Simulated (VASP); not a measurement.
All values below come from LDA (Ceperley-Alder, Perdew-Zunger), VASP's LDA PAW potentials (set 64) (plane waves; VASP).

VASP input:

**POSCAR**
```
BP
1
    0.0000000000     2.1475477067     2.1475477067
    2.1475477067    -0.0000000000     2.1475477067
    2.1475477067     2.1475477067    -0.0000000000
B P
1 1
Direct
  0.0000000000   0.0000000000   0.0000000000
  0.2500000000   0.2500000000   0.2500000000
```

INCAR:
```
SYSTEM = BP
PREC = Accurate; ENCUT = 620; LREAL = .False.
LASPH = .True.
EDIFF = 1E-6; NELM = 100; ALGO = Normal
ISMEAR = 0; SIGMA = 0.05
IBRION = 2; NSW = 40; ISIF = 3
EDIFFG = -0.02; PSTRESS = 300
LWAVE = .False.; LCHARG = .False.
```

**KPOINTS**
```
Regular mesh
0
Gamma
11 11 11
0 0 0
```

POTCAR, in this order: B P (LDA.64 set). Program: vasp_std.

The run wrote:

**OSZICAR**
```
       N       E                     dE             d eps       ncg     rms          rms(c)
DAV:   1     0.123119110510E+02    0.12312E+02   -0.47426E+03   896   0.106E+03
DAV:   2    -0.151776252910E+02   -0.27490E+02   -0.26406E+02  1432   0.129E+02
DAV:   3    -0.154265964455E+02   -0.24897E+00   -0.24897E+00  1080   0.163E+01
DAV:   4    -0.154271065933E+02   -0.51015E-03   -0.51015E-03  1464   0.742E-01
DAV:   5    -0.154271068728E+02   -0.27951E-06   -0.27951E-06  1120   0.124E-02    0.929E+00
DAV:   6    -0.143566076224E+02    0.10705E+01   -0.25718E+00  1064   0.950E+00    0.489E+00
DAV:   7    -0.141782030951E+02    0.17840E+00   -0.52276E-01  1376   0.448E+00    0.146E+00
DAV:   8    -0.141642728608E+02    0.13930E-01   -0.39651E-02   968   0.139E+00    0.316E-01
DAV:   9    -0.141643143546E+02   -0.41494E-04   -0.53574E-04  1352   0.231E-01    0.209E-01
DAV:  10    -0.141643008544E+02    0.13500E-04   -0.12259E-04   952   0.788E-02    0.298E-02
DAV:  11    -0.141643027068E+02   -0.18524E-05   -0.33079E-06  1328   0.150E-02    0.420E-02
DAV:  12    -0.141643026531E+02    0.53756E-07   -0.86738E-07   584   0.552E-03
   1 F= -.10455198E+02 E0= -.10455198E+02  d E =-.104552E+02
```

OUTCAR:
```
------------------------ aborting loop because EDIFF is reached ----------------------------------------
  FORCE on cell =-STRESS in cart. coord.  units (eV):
  Direction    XX          YY          ZZ          XY          YZ          ZX
  --------------------------------------------------------------------------------------
  Total        3.6869379      3.6869379      3.6869379      0.0000000      0.0000000     -0.0000000
  in kB      298.2070780    298.2070780    298.2070780      0.0000000      0.0000000     -0.0000000
  external PRESSURE =      -1.7929220 kB  Pullay stress =     300.0000000 kB
  volume of cell :       19.81
      direct lattice vectors                 reciprocal lattice vectors
     0.000000000  2.147547707  2.147547707    -0.232823699  0.232823699  0.232823699
     2.147547707  0.000000000  2.147547707     0.232823699 -0.232823699  0.232823699
     2.147547707  2.147547707  0.000000000     0.232823699  0.232823699 -0.232823699
  FREE ENERGIE OF THE ION-ELECTRON SYSTEM (eV)
  ---------------------------------------------------
  free  energy   TOTEN  =       -14.1643026531 eV

  energy  without entropy=      -14.1643026531  energy(sigma->0) =      -14.16430265
  enthalpy is  TOTEN    =       -10.4551976454 eV   P V=        3.7091050077

 reached required accuracy - stopping structural energy minimisation
```
(Selected blocks of OUTCAR.)

**OUTCAR**
```
 val. band max:        9.4819752667   @ k =   0.0000   0.0000   0.0000

 cond. band min:      10.4426655368   @ k =   0.4545   0.4545   0.0000


 Fermi energy:         9.7064654646

 k-point     1 :       0.0000    0.0000    0.0000
  band No.  band energies     occupation
      1      -7.4290      2.00000
      2       9.4820      2.00000
      3       9.4820      2.00000
      4       9.4820      2.00000
      5      13.1816      0.00000
      6      13.1816      0.00000
      7      13.1816      0.00000
      8      19.4778      0.00000

 k-point     2 :       0.0909    0.0000    0.0000
  band No.  band energies     occupation
      1      -7.2595      2.00000
      2       8.2760      2.00000
      3       9.2011      2.00000
      4       9.2011      2.00000
      5      13.5738      0.00000
      6      13.5738      0.00000
      7      13.6911      0.00000
      8      19.7231      0.00000

 k-point     3 :       0.1818    0.0000    0.0000
  band No.  band energies     occupation
      1      -6.7547      2.00000
      2       5.9787      2.00000
      3       8.6438      2.00000
      4       8.6438      2.00000
      5      14.1809      0.00000
      6      14.2962      0.00000
      7      14.2962      0.00000
      8      20.1892      0.00000

 k-point     4 :       0.2727    0.0000    0.0000
  band No.  band energies     occupation
      1      -5.9291      2.00000
      2       3.5510      2.00000
      3       8.1260      2.00000
      4       8.1260      2.00000
      5      14.3289      0.00000
      6      14.6381      0.00000
      7      14.6381      0.00000
      8      20.3815      0.00000

 k-point     5 :       0.3636    0.0000    0.0000
  band No.  band energies     occupation
      1      -4.8290      2.00000
      2       1.3069      2.00000
      3       7.7606      2.00000
      4       7.7606      2.00000
      5      14.3364      0.00000
      6      14.5054      0.00000
      7      14.5054      0.00000
...
```

The compound is BP in the zinc blende structure. It was relaxed first under an external pressure of 30 GPa.
